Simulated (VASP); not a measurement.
OSZICAR of a VASP run on PtSe$_{2}$ (space group P-3m1):

**OSZICAR**
```
       N       E                     dE             d eps       ncg     rms          rms(c)
DAV:   1    -0.338480468150E+04   -0.33848E+04   -0.76483E+03   944   0.798E+02
DAV:   2    -0.347520339432E+04   -0.90399E+02   -0.88650E+02  1099   0.190E+02
DAV:   3    -0.347817412840E+04   -0.29707E+01   -0.29507E+01  1029   0.368E+01
DAV:   4    -0.347819541607E+04   -0.21288E-01   -0.21284E-01  1092   0.337E+00
DAV:   5    -0.176986613193E+02    0.34605E+04   -0.15949E+01   854   0.391E+01    0.122E+01
DAV:   6    -0.173632280571E+02    0.33543E+00   -0.81228E-01   924   0.111E+01    0.772E+00
DAV:   7    -0.173603555506E+02    0.28725E-02   -0.33472E-01  1015   0.515E+00    0.458E+00
DAV:   8    -0.173188420617E+02    0.41513E-01   -0.52992E-02   938   0.262E+00    0.245E+00
DAV:   9    -0.173137469159E+02    0.50951E-02   -0.20948E-02  1022   0.105E+00    0.139E+00
DAV:  10    -0.173108371353E+02    0.29098E-02   -0.41549E-03  1015   0.719E-01    0.828E-01
DAV:  11    -0.173102264339E+02    0.61070E-03   -0.87209E-04  1050   0.258E-01    0.489E-01
DAV:  12    -0.173099621108E+02    0.26432E-03   -0.21317E-04   973   0.136E-01    0.274E-01
DAV:  13    -0.173099046670E+02    0.57444E-04   -0.71722E-05  1001   0.600E-02    0.157E-01
DAV:  14    -0.173098898680E+02    0.14799E-04   -0.14109E-05  1015   0.351E-02    0.935E-02
DAV:  15    -0.173098885129E+02    0.13551E-05   -0.56700E-06  1001   0.178E-02    0.546E-02
DAV:  16    -0.173098896434E+02   -0.11305E-05   -0.22048E-06   786   0.113E-02    0.314E-02
DAV:  17    -0.173098910317E+02   -0.13883E-05   -0.95506E-07   749   0.712E-03    0.183E-02
DAV:  18    -0.173098920114E+02   -0.97966E-06   -0.31921E-07   665   0.436E-03
   1 F= -.17309892E+02 E0= -.17309892E+02  d E =-.179757E-31
```

Question: Which electronic solver shows in the log?

Answer: It is blocked Davidson (ALGO = Normal, or the opening steps of other solvers). The INCAR had ALGO = Normal.

Question: Can the final energy be trusted as converged?

Answer: Self-consistency was reached. It stopped with EDIFF = 1E-6, NELM = 100 (HSE06 screened hybrid, plane waves, VASP's PBE PAW potentials (set 64)).

The structure comes from a computed database's PtSe2 entry; how it stands against other phases isn't given here. The cell was not relaxed at this level.
